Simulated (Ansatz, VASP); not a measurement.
# Si2W (Si2W (I4/mmm)): VASP beside Ansatz

Aim: how closely do two programs agree when they are given the same cell, functional and k mesh? The cell is taken from a series of runs on this material, whose earlier steps may have relaxed, scaled, displaced or heated it; both programs get it as it stands.

Method: plane waves, with VASP 6.6.1 beside it; relaxation of cell and atoms at PBEsol, in Ansatz 0.2.0.

**1. Starting point**

Symmetry: I4/mmm, No. 139, tetragonal system. Conventional cell: a = 3.215 Å, b = 3.215 Å, c = 7.802 Å, α = 90.00°, β = 90.00°, γ = 90.00°. Si has 5 Si at 2.57 to 2.63 Å and 5 W at 2.61 Å nearest. Nearest to W lie 10 Si at 2.61 Å. Farther neighbours are not listed.

Structure file:

```cif
data_structure
_symmetry_space_group_name_H-M 'P 1'
_symmetry_Int_Tables_number 1
_cell_length_a 4.5150
_cell_length_b 4.5150
_cell_length_c 4.5150
_cell_angle_alpha 138.290
_cell_angle_beta 138.290
_cell_angle_gamma 60.459
_cell_volume 40.32
loop_
_atom_site_label
_atom_site_type_symbol
_atom_site_fract_x
_atom_site_fract_y
_atom_site_fract_z
_atom_site_occupancy
Si1 Si 0.33499 0.33499 0.00000 1
Si2 Si 0.66501 0.66501 0.00000 1
W3 W 0.00000 0.00000 0.00000 1
```

**2. Ansatz: relaxation of cell and atoms, PBEsol**

Ansatz runs on its default PAW (the set named soft_2) files.

The relaxed volume is the usual yardstick between codes: in a stiff, nearly cubic crystal its relative difference is about their pressure difference at one cell divided by the bulk modulus.

The input, input.yaml:

```yaml
crystal:
  lattice:
    - [-1.6073667, 1.6073667, 3.9010319]
    - [1.6073667, -1.6073667, 3.9010319]
    - [1.6073667, 1.6073667, -3.9010319]
  atoms:
    - { symbol: Si, position: [0.33498984, 0.33498984, 0.0] }
    - { symbol: Si, position: [0.66501016, 0.66501016, 0.0] }
    - { symbol: W, position: [0.0, 0.0, 0.0] }
basis:
  ecutwfc: 420
  xc_grid: 2
hamiltonian:
  xc: pbesol
kpoints:
  mp_grid: { grid: [17, 17, 17] }
scf:
  occupations: { method: fermi_dirac, width: 0.05 }
  max_iter: 150
output:
  forces: true
  stress: true
relax:
  f_tol: 0.01
  max_steps: 60
  cell: {}
checkpoint:
  write: "../pbesol.run"
  compress: false
  write_wavefunctions: false
  write_every: 100000
```

Started as:

```
ansatz run input.yaml --threads 1 --pin off --max-ram 2355MiB --backend cpu --events-out ev --progress --plain --runs-dir out
```

Numbers of over 12 decimals in the logs are rounded to 6 here.

Output:

```text
Engine: ansatz 0.2.0, aarch64-unknown-linux-gnu
Pseudopotentials: kind: paw
Pseudopotential: Si, paw, valence charge 4, recommended cutoff 420 eV (normal), Si.paw.azcp
Pseudopotential: W, paw, valence charge 14, recommended cutoff 420 eV (normal), W.paw.azcp
Functional definition: PBEsol
  exchange = pbesol_x
  correlation = pbesol_c
Crystal: 3 atoms, lattice volume = 40.315 Å³
Basis set: ecut = 420 eV, 785 PW (Γ), exchange–correlation on 64×64×64 points (8 copies of the dense FFT grid, shifted against one another)
Bands: 15, of which v1, the nominal top of the filled ones, is band 11 counted from 1 (10 counted from 0)
Symmetry: 16 space group operations
Space group: I4/mmm (ITA 139), of the structure as read, at distance tolerance 3.4e-5 Å
k-points: 405 of 4913
Non-local potential: Si, projectors of the file, l = 0: 2, l = 1: 2, l = 2: 2
Non-local potential: W, projectors of the file, l = 0: 3, l = 1: 2, l = 2: 2, l = 3: 1
PAW form: soft (Blöchl's): semilocal exchange-correlation on the pseudo side does not see the compensation charge
PAW frozen core: Si, regenerated for the run's functional, and the local potential with it (the file was generated under x = pbe(κ = 0.804, μ = 0.219515), c = pbe(β = 0.066725))
PAW frozen core: W, regenerated for the run's functional, and the local potential with it (the file was generated under x = pbe(κ = 0.804, μ = 0.219515), c = pbe(β = 0.066725))
PAW one-centre angular grid: Si, 110 points (default); XC on 64 Gauss nodes
PAW one-centre angular grid: W, 590 points (default); XC on 64 Gauss nodes
Initial density: superposition of atomic densities (neutral atoms: chi_scale 0, normalization atom), corrected by the library's trained network
Initial wavefunctions: pseudopotential atomic-orbital guess
Functional: x = pbesol(κ = 0.804, μ = 0.123457), c = pbesol(β = 0.046)
SCF iter   1: F=—  HF=-11500.896418 eV  |F-HF|=—  |Δ(HF+E_count)|=         —  Δρ=4.46e-3  dr2=6.55e-3  ethr=1.77e-3  ⟨swp⟩=5.4  Hψ=35620  notcnv=0
preconditioner: auto → Kerker (q_TF=auto, 2.466 Å⁻¹)  [metal: Δε(μ)=0.022 eV  Ē_g=8.131 eV  σ=0.050 eV  W_gap=0.11  n_scr=10 (ndim 8)  ℏωp=21.9 eV  f_vac=0.000  D(μ)=0.21/eV (n_scr^D=0)]
SCF iter   2: F=—  HF=-11500.895467 eV  |F-HF|=—  |Δ(HF+E_count)|=   9.51e-4  Δρ=2.31e-3  dr2=1.09e-3  ethr=2.98e-5  ⟨swp⟩=1.0  Hψ=9331  notcnv=0
SCF iter   3: F=—  HF=-11500.895392 eV  |F-HF|=—  |Δ(HF+E_count)|=   7.43e-5  Δρ=6.08e-4  dr2=8.67e-5  ethr=4.95e-6  ⟨swp⟩=1.9  Hψ=8347  notcnv=0
SCF iter   4: F=—  HF=-11500.895375 eV  |F-HF|=—  |Δ(HF+E_count)|=   1.77e-5  Δρ=6.36e-5  dr2=1.42e-6  ethr=3.94e-7  ⟨swp⟩=2.6  Hψ=9022  notcnv=0
iter 5 did not close the SCF: its close was put off for the readings that it lacked (scf_convergence_deferred on its scf_iter line)
SCF iter   5: F=-11500.895374 eV  HF=-11500.895374 eV  |F-HF|=1.00e-8  |Δ(HF+E_count)|=   3.13e-7  Δρ=9.08e-6  dr2=3.00e-8  ethr=6.46e-9  ⟨swp⟩=2.4  Hψ=8598  notcnv=0
SCF iter   6: F=-11500.895374 eV  HF=-11500.895374 eV  |F-HF|=8.33e-10  |Δ(HF+E_count)|=   3.74e-9  Δρ=1.56e-6  dr2=1.30e-9  ethr=1.36e-10  ⟨swp⟩=2.1  Hψ=20693  notcnv=0
SCF 1 converged in 6 iterations: F = -11500.895374 eV  dr2 = 1.30e-9
  greatest PAW one-centre occupation: 1.000 electrons in one spin orbital (limit 2), on the W atom at site 2 (counted from 0), in its partial waves of l = 0
relax step   1: F+E_penalty+E_count = -11500.89537434 eV  Δ(F+E_penalty+E_count) = +0.000e0 eV  max|allowed force component| = 7.027e-2 eV/Å  Δτ_max = 0.0000 Å  P = -1.161 GPa  Ω = 40.315 Å³  (6 SCF iters, dr2 threshold 1.00e-7 eV, accepted)
[...]
relax step   2: F+E_penalty+E_count = -11500.89704898 eV  Δ(F+E_penalty+E_count) = -1.675e-3 eV  max|allowed force component| = 2.783e-2 eV/Å  Δτ_max = 0.0029 Å  P = +0.604 GPa  Ω = 39.969 Å³  energy of the carried Pulay correction = +1.017e-4 eV  (4 SCF iters, dr2 threshold 3.00e-7 eV, accepted)
[...]
relax step   3: F+E_penalty+E_count = -11500.89764176 eV  Δ(F+E_penalty+E_count) = -5.928e-4 eV  max|allowed force component| = 1.870e-2 eV/Å  Δτ_max = 0.0002 Å  P = -0.013 GPa  Ω = 40.084 Å³  energy of the carried Pulay correction = +6.787e-5 eV  (4 SCF iters, dr2 threshold 3.00e-7 eV, accepted)
[...]
relax step   4: F+E_penalty+E_count = -11500.89766150 eV  Δ(F+E_penalty+E_count) = -1.974e-5 eV  max|allowed force component| = 1.151e-3 eV/Å  Δτ_max = 0.0010 Å  P = +0.005 GPa  Ω = 40.078 Å³  energy of the carried Pulay correction = +6.962e-5 eV  (4 SCF iters, dr2 threshold 2.19e-8 eV, accepted)
[...]
relax step   5: F+E_penalty+E_count = -11500.89759230 eV  Δ(F+E_penalty+E_count) = +6.920e-5 eV  max|allowed force component| = 1.123e-3 eV/Å  Δτ_max = 0.0000 Å  P = +0.003 GPa  Ω = 40.078 Å³  stress off target by 1.04e-2 GPa  SCF on the basis re-selected at this cell (its energy is not comparable with the rows above)  (4 SCF iters)
basis re-selected at this cell: Δ(F+E_penalty+E_count) = +6.920e-5 eV, ΔP = -0.002 GPa vs the last step (what re-selecting the basis moved, of the pressure what is left beyond the Pulay correction that the steps carried, after the strain that the cell walked since its last selection, with what the two solves' SCF thresholds leave and, on support functions, any second-order correction that the steps lacked; it is no m [...]
SCF converged after 4 iterations
Free energy (F): -11500.897592 eV
Harris-Foulkes:  -11500.897592 eV  (|F-HF|=3.64e-12)
Internal energy: -11500.895859 eV  (E = F + TS)
E sigma→0 (E₀):  -11500.896726 eV
Entropy (-TS):   -0.001733 eV (-0.578 meV/atom)
Fermi energy:    16.812498 eV
--- Per-component energies (eV) ---
  E_band       = -78.919349
  E_kinetic    = 542.440185
  E_local      = -944.115910  (includes V_loc(G=0)·N_el)
  E_nonlocal   = 53.593569
  E_hartree    = 370.652189
  E_xc         = -379.879896
  E_vxc        = -339.292018  (∫ρ·V_xc dr)
  E_paw        = -9434.334867  (= ΣΔE_a)
  E_vpaw       = -132.849479  (= ΣTr[D̂ρ^β])
  E_aug_tail   = -0.000065  (compensation charges beyond the density's cutoff)
  E_ewald      = -1709.535977
  E_core_change = 0.284913  (= ΣΔE_core)
  E_smearing   = -0.001733  (= −TS)
  E_closure    = 0.000000  (closes the sum)
  Σ components = -11500.897592   (vs F -11500.897592, Δ=0.00e0)
--- Forces (eV/Å), atoms counted from 1 ---
  atom   1  Si    -0.00000000    -0.00000000     0.00112304
  atom   2  Si     0.00000000     0.00000000    -0.00112304
  atom   3  W     -0.00000000     0.00000000     0.00000000
  max |Σ_I F_I| component: 4.34e-19 eV/Å
--- Stress (GPa, compression-positive) ---
       -0.000598       0.000000       0.000000
        0.000000      -0.000598       0.000000
        0.000000       0.000000       0.010359
  P = ⅓ Tr σ = 0.0031 GPa (0.031 kbar)
--- Relaxed structure (4 steps of the walk, 4 accepted, 1 SCFs on fresh bases) ---
  F+E_penalty+E_count = -11500.89759230 eV   max|allowed force component| = 1.123e-3 eV/Å   (the final SCF, on the basis selected at the relaxed cell)
  cell:  # Å, volume = 40.0780 Å³
    - [-1.601190, 1.601190, 3.908057]
    - [1.601190, -1.601190, 3.908057]
    - [1.601190, 1.601190, -3.908057]
  atoms:
    - { symbol: Si, position: [0.334477, 0.334477, 0] }
    - { symbol: Si, position: [0.665523, 0.665523, 0] }
    - { symbol: W, position: [0, 0, 0] }
```

**3. VASP: relaxation of cell and atoms, PBEsol**

The same cell, functional, mesh and smearing now go to VASP, with its own data sets.

Lines of VASP's logs that name or quote its potential files are left out, and so is its time.

The input, INCAR:

```
SYSTEM = Si2W
PREC = Accurate
ENCUT = 600
EDIFF = 1E-07
NELM = 120
ISMEAR = -1
SIGMA = 0.05
LREAL = .FALSE.
ALGO = Normal
GGA = PS
NBANDS = 13
LASPH = .TRUE.
LORBIT = 11
LWAVE = .FALSE.
LCHARG = .FALSE.
ISIF = 3
IBRION = 2
NSW = 80
EDIFFG = -0.005
GGA_COMPAT = .FALSE.
NELMIN = 4
```

The input, POSCAR:

```
Si2W
1.0
   -1.6073670000      1.6073670000      3.9010320000
    1.6073670000     -1.6073670000      3.9010320000
    1.6073670000      1.6073670000     -3.9010320000
Si W
2 1
Direct
    0.3349898181      0.3349898181      0.0000000000
    0.6650101819      0.6650101819      0.0000000000
    0.0000000000      0.0000000000      0.0000000000
```

The input, KPOINTS:

```
Automatic mesh
0
Gamma
17 17 17
0 0 0
```

The projector-augmented-wave data sets are Si and W (PBE family, release 64).

Started as:

```
mpirun -np 1 vasp_std
```

Output:

```text
[banner, memory and clock lines left out]
running    1 mpi-ranks, on    1 nodes
 distrk:  each k-point on    1 cores,    1 groups
 distr:  one band on    1 cores,    1 groups

 POSCAR found type information on POSCAR SiW
 POSCAR found :  2 types and       3 ions
|                                                                             |
|               ----> ADVICE to this user running VASP <----                  |
|                                                                             |
|     You enforced a specific xc type in the INCAR file but a different       |
|     [... a line on the potential file left out ...]
|     I HOPE YOU KNOW WHAT YOU ARE DOING!                                     |
|                                                                             |

 LDA part: xc-table for (Slater+PW92), standard interpolation
 POSCAR, INCAR and KPOINTS ok, starting setup
 FFT: planning ... GRIDC
 FFT: planning ... GRID_SOFT
 FFT: planning ... GRID
 WAVECAR not read
 entering main loop
       N       E                     dE             d eps       ncg     rms          rms(c)
DAV:   1     0.326153201723E+02    0.32615E+02   -0.65504E+03 10530   0.105E+03
DAV:   2    -0.248307728057E+02   -0.57446E+02   -0.52437E+02 12764   0.203E+02
DAV:   3    -0.275805936371E+02   -0.27498E+01   -0.26648E+01 14410   0.352E+01
DAV:   4    -0.276203902802E+02   -0.39797E-01   -0.39705E-01 12677   0.483E+00
DAV:   5    -0.276210116575E+02   -0.62138E-03   -0.62125E-03 14981   0.528E-01    0.264E+01
DAV:   6    -0.268694441752E+02    0.75157E+00   -0.21266E+00 15716   0.925E+00    0.110E+01
DAV:   7    -0.267487727787E+02    0.12067E+00   -0.20605E-01 12018   0.303E+00    0.550E+00
DAV:   8    -0.267237983179E+02    0.24974E-01   -0.39981E-02 13693   0.143E+00    0.513E-01
DAV:   9    -0.267235372651E+02    0.26105E-03   -0.20361E-03 12560   0.310E-01    0.276E-01
DAV:  10    -0.267235035076E+02    0.33757E-04   -0.31651E-04 13409   0.114E-01    0.514E-02
DAV:  11    -0.267234877865E+02    0.15721E-04   -0.48231E-05 13291   0.495E-02    0.203E-02
DAV:  12    -0.267234879609E+02   -0.17440E-06   -0.17238E-06 13042   0.101E-02    0.862E-03
DAV:  13    -0.267234877529E+02    0.20801E-06   -0.12670E-07  9064   0.266E-03    0.138E-03
DAV:  14    -0.267234877250E+02    0.27960E-07   -0.11381E-08  6835   0.872E-04
   1 F= -.26723488E+02 E0= -.26722587E+02  d E =-.267235E+02
[...]
2 F= -.26722550E+02 E0= -.26721709E+02  d E =0.937308E-03
[...]
3 F= -.26725790E+02 E0= -.26724917E+02  d E =-.230269E-02
[...]
4 F= -.26725877E+02 E0= -.26725013E+02  d E =-.864352E-04
[...]
5 F= -.26726030E+02 E0= -.26725163E+02  d E =-.239893E-03
 curvature:  -0.28 expect dE=-0.145E-04 dE for cont linesearch -0.173E-07
 trial: gam= 0.04457 g(F)=  0.360E-04 g(S)=  0.169E-04 ort = 0.823E-05 (trialstep = 0.812E+00)
 search vector abs. value=  0.557E-04
 bond charge predicted
       N       E                     dE             d eps       ncg     rms          rms(c)
DAV:   1    -0.267260567778E+02   -0.26516E-04   -0.71898E-04 11270   0.170E-01    0.173E-02
DAV:   2    -0.267260543196E+02    0.24581E-05   -0.30573E-05 13369   0.498E-02    0.974E-03
DAV:   3    -0.267260535826E+02    0.73705E-06   -0.12133E-06 12945   0.861E-03    0.548E-03
DAV:   4    -0.267260533949E+02    0.18772E-06   -0.62721E-07 13402   0.503E-03    0.985E-04
DAV:   5    -0.267260534085E+02   -0.13649E-07   -0.82644E-08  5953   0.212E-03
   6 F= -.26726053E+02 E0= -.26725189E+02  d E =-.231023E-04
 trial-energy change:   -0.000023  1 .order   -0.000023   -0.000043   -0.000003
 step:   0.8633(harm=  0.8633)  dis= 0.00092  next Energy=   -26.726053 (dE=-0.230E-04)
 reached required accuracy - stopping structural energy minimisation
```

From OUTCAR (step 3):

```text
ion  position               nearest neighbor table
   1  0.335  0.335  0.000-   2 2.57   3 2.61   3 2.61   3 2.61   3 2.61   3 2.61   2 2.63   2 2.63
                             2 2.63   2 2.63
   2  0.665  0.665  0.000-   1 2.57   3 2.61   3 2.61   3 2.61   3 2.61   3 2.61   1 2.63   1 2.63
                             1 2.63   1 2.63
   3  0.000  0.000  0.000-   2 2.61   2 2.61   2 2.61   1 2.61   2 2.61   1 2.61   1 2.61   1 2.61
                             1 2.61   2 2.61

  LATTYP: Found a body centered tetragonal cell.
 ALAT       =     3.2147340000
 C/A-ratio  =     2.4269703185

 Subroutine GETGRP returns: Found 16 space group operations
 (whereof 16 operations were pure point group operations)

The static configuration has the point symmetry D_4h.

 Found    405 irreducible k-points:

   k-points           NKPTS =    405   k-points in BZ     NKDIM =    405   number of bands    NBANDS=     13

   dimension x,y,z NGX =    36 NGY =   36 NGZ =   36
   dimension x,y,z NGXF=    72 NGYF=   72 NGZF=   72

   ENCUT  =  600.0 eV  44.10 Ry    6.64 a.u.   9.02  9.02  9.02*2*pi/ulx,y,z

   NELECT =      14.0000    total number of electrons

 k-points in reciprocal lattice and weights: Automatic mesh
   0.00000000  0.00000000  0.00000000       0.000
   0.05882353 -0.00000000  0.00000000       0.002
   0.11764706  0.00000000  0.00000000       0.002
   0.17647059  0.00000000  0.00000000       0.002
   0.23529412  0.00000000  0.00000000       0.002
   0.29411765  0.00000000  0.00000000       0.002
   0.35294118  0.00000000  0.00000000       0.002
   0.41176471 -0.00000000  0.00000000       0.002
   0.47058824  0.00000000  0.00000000       0.002
[...]
-0.47058824  0.47058824  0.47058824       0.001
  -0.47058824 -0.47058824  0.47058824       0.000

 average (electrostatic) potential at core
       1 -78.9534       2 -78.9534       3 -34.5032

 E-fermi :  10.5737

 k-point     1 :       0.0000    0.0000    0.0000
  band No.  band energies     occupation
    ...
      2       3.6468      2.00000
      3       6.8289      2.00000
      4       7.1609      2.00000
      5       7.7043      2.00000
      6       7.7043      2.00000
      7      11.1827      0.00001
      8      13.4198      0.00000
      9      13.4832      0.00000
     10      13.7451      0.00000
     11      13.7451      0.00000
    ...

 k-point     2 :       0.0588   -0.0000    0.0000
  band No.  band energies     occupation
    ...
      2       3.6535      2.00000
      3       6.6035      2.00000
      4       7.1649      2.00000
      5       7.7492      2.00000
      6       7.8009      2.00000
      7      10.9052      0.00264
      8      13.2238      0.00000
      9      13.4795      0.00000
     10      13.6890      0.00000
     11      14.0622      0.00000
    ...

 k-point     3 :       0.1176    0.0000    0.0000
  band No.  band energies     occupation
    ...
      3       6.1238      2.00000
      4       7.1492      2.00000
      5       7.8806      2.00000
      6       7.9484      2.00000
      7      10.3316      1.98436
      8      12.6739      0.00000
      9      13.1080      0.00000
     10      14.2167      0.00000
     11      14.6869      0.00000
     12      15.4583      0.00000
    ...

  Total       -0.0007377     -0.0007377      0.0001575      0.0000000     -0.0000000      0.0000000
  in kB       -0.0295170     -0.0295170      0.0063022      0.0000000     -0.0000000      0.0000000
  external PRESSURE =      -0.0175773 kB  Pullay stress =       0.0000000 kB

  energy-cutoff  :      600.00
  volume of cell :       40.04
      direct lattice vectors                 reciprocal lattice vectors
    -1.600698229  1.600698229  3.907190814     0.000000000  0.312363687  0.127969179
     1.600698229 -1.600698229  3.907190814     0.312363687  0.000000000  0.127969179
     1.600698229  1.600698229 -3.907190814     0.312363687  0.312363687  0.000000000

 POSITION                                       TOTAL-FORCE (eV/Angst)
 -----------------------------------------------------------------------------------
      0.00000      0.00000      2.61389        -0.000000     -0.000000     -0.001566
      0.00000      0.00000      5.20050         0.000000      0.000000      0.001566
      1.60070      1.60070      3.90719        -0.000000     -0.000000     -0.000000
 -----------------------------------------------------------------------------------
    total drift:                                0.000000     -0.000000      0.000000

  FREE ENERGIE OF THE ION-ELECTRON SYSTEM (eV)
  ---------------------------------------------------
  free  energy   TOTEN  =       -26.7260534085 eV

  energy  without entropy=      -26.7243238235  energy(sigma->0) =      -26.72518862

 reached required accuracy - stopping structural energy minimisation

 total charge
# of ion       s       p       d       tot
------------------------------------------
    1        0.736   0.896   0.000   1.632
    2        0.736   0.896   0.000   1.632
    3        0.562   0.683   4.533   5.779
--------------------------------------------------
tot          2.035   2.475   4.533   9.043

[... 3 further parts left out ...]
```

The data set W keeps the semicore shell frozen, which is cheaper and a little less accurate. The run keeps the 16 symmetry operations of its start, so it cannot find a distortion of lower symmetry.

**4. Differences**

Known differences besides the potentials themselves: the data sets hold 22 valence electrons in Ansatz (on its default PAW (the set named soft_2) files) and 14 in VASP; the cutoff is 420 eV in Ansatz and 600 eV in VASP; Ansatz makes its cores anew for this functional, VASP keeps those of its PBE data sets; Ansatz adds a Pulay correction to the stress that steers its cell, VASP none. Total energies have different zeros and are not compared.

Compared:

| quantity | Ansatz | VASP | difference |
| --- | --- | --- | --- |
| volume (Å³) | 40.08 | 40.04 | +0.08 % |
| edge a after relaxation, in the typed setting (Å) | 4.517 | 4.516 | +0.02 % |

**5. What came out**

```yaml
difference_in_volume_relaxation_of_cell_and_atoms_pbesol: 0.084 %
```

In words: The difference in volume is 0.084 % (relaxation of cell and atoms, PBEsol), within the 1.2 % picked in this series as the mark of a large difference, as far as the stopping tolerances let one tell. The data sets hold unlike numbers of valence electrons (22 in Ansatz and 14 in VASP), so part of the differences comes from the potentials. Such differences can come from data sets, numerical settings and the points named under the comparisons, not from the functional's error against experiment.

[Lines on the potential files, build, host, timing and source positions are cut from VASP's logs without a mark.]

[Logs are printed without paths, hosts, clocks, repeated set-up lines and the standing remarks that a program may print on its own settings, such as how far it seeks lower states.]

[Hosts, paths, dates, database ids (printed as entryN), source tags and the programs' standing remarks are cut or masked in the printed files.]
